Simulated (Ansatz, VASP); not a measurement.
Mg6CrNi in VASP and in Ansatz

File INCAR:

```
SYSTEM = Mg6CrNi
  PREC = Accurate
  ENCUT = 520
  EDIFF = 1E-7
  ISMEAR = -1
  SIGMA = 0.05
  LREAL = .FALSE.
  LASPH = .TRUE.
  NELM = 150
  ALGO = Normal
  ISIF = 2
  LWAVE = .FALSE.
  LCHARG = .FALSE.
  ISPIN = 2
  MAGMOM = 1 3 0 0 0 0 0 0
  LORBIT = 11
  LMAXMIX = 4
  GGA = PE
  NBANDS = 31
```

KPOINTS

```
Automatic mesh
0
G
  6 5 5
  0 0 0
```

Contents of POSCAR:

```
Mg6CrNi
1.0
    4.8226690000      0.0000000000      0.0000000000
    0.0000000000      3.0326855000      5.2348385000
    0.0000000000     -3.0326855000      5.2348385000
Ni Cr Mg
1 1 6
Direct
    0.5000000000      0.8324860000      0.8324860000
    0.5000000000      0.3330490000      0.3330490000
    0.0000000000      0.1712010000      0.1712010000
    0.0000000000      0.6748860000      0.6748860000
    0.0000000000      0.6661170000      0.1558130000
    0.0000000000      0.1558130000      0.6661170000
    0.5000000000      0.8343170000      0.3321350000
    0.5000000000      0.3321350000      0.8343170000
```

input.yaml

```yaml
crystal:
  lattice:
    - [4.822669, 0.0, 0.0]
    - [0.0, 3.0326855, 5.2348385]
    - [0.0, -3.0326855, 5.2348385]
  atoms:
    - { symbol: Ni, position: [0.5, 0.832486, 0.832486], spin: 1.0 }
    - { symbol: Cr, position: [0.5, 0.333049, 0.333049], spin: 3.0 }
    - { symbol: Mg, position: [0.0, 0.171201, 0.171201] }
    - { symbol: Mg, position: [0.0, 0.674886, 0.674886] }
    - { symbol: Mg, position: [0.0, 0.666117, 0.155813] }
    - { symbol: Mg, position: [0.0, 0.155813, 0.666117] }
    - { symbol: Mg, position: [0.5, 0.834317, 0.332135] }
    - { symbol: Mg, position: [0.5, 0.332135, 0.834317] }
hamiltonian:
  xc: pbe
  pseudopotentials: { kind: paw }
magnetization:
  spin_polarized: true
kpoints:
  mp_grid: { grid: [6, 5, 5] }
scf:
  occupations: { method: fermi_dirac, width: 0.05 }
output:
  forces: true
  stress: true
  eigenvalues: true
```

The cell comes from a database or a generator and needn't be the stable form of this composition.

Alike in both runs: task single point; functional PBE; k mesh 6 × 5 × 5; occupations fermi-dirac, width 0.05 eV; collinear spin, ferromagnetic start.

|  | VASP | Ansatz |
| --- | --- | --- |
| version | VASP 6.6.1 | Ansatz 0.2.0 |
| potentials or method | VASP PAW PBE potentials, release 64 (Ni, Cr_pv, Mg) | Ansatz PAW |
| plane-wave cutoff (eV) | 520 | 420 |
| valence electrons in the cell | 34 | 92 |

VASP gave:

```
gap on the k mesh at the Fermi level (eV)                     : none
pressure (GPa)                                                : 0.1
largest component of the traceless stress (GPa)               : 0.29
rms of the force components (eV/Å)                            : 0.016
net moment per atom (μB)                                      : 0.48
size of the moment on the site where the two differ most (μB) : 3.61
```

Problem. Estimate Ansatz's values.

Solution. gap on the k mesh at the Fermi level (eV): none; pressure (GPa): 0.1; largest component of the traceless stress (GPa): 0.29; rms of the force components (eV/Å): 0.018; net moment per atom (μB): 0.48; size of the moment on the site where the two differ most (μB): 3.67.

Site moments also hang on the region over which each program counts them. Atom by atom the forces differ by 0.003 eV/Å (rms over components). A gap of «none» marks a metal or a gap that the smearing closes. With one functional, cell and mesh, what is left measures potentials, basis and numerics. The two sets of potentials don't hold the same shells in valence.
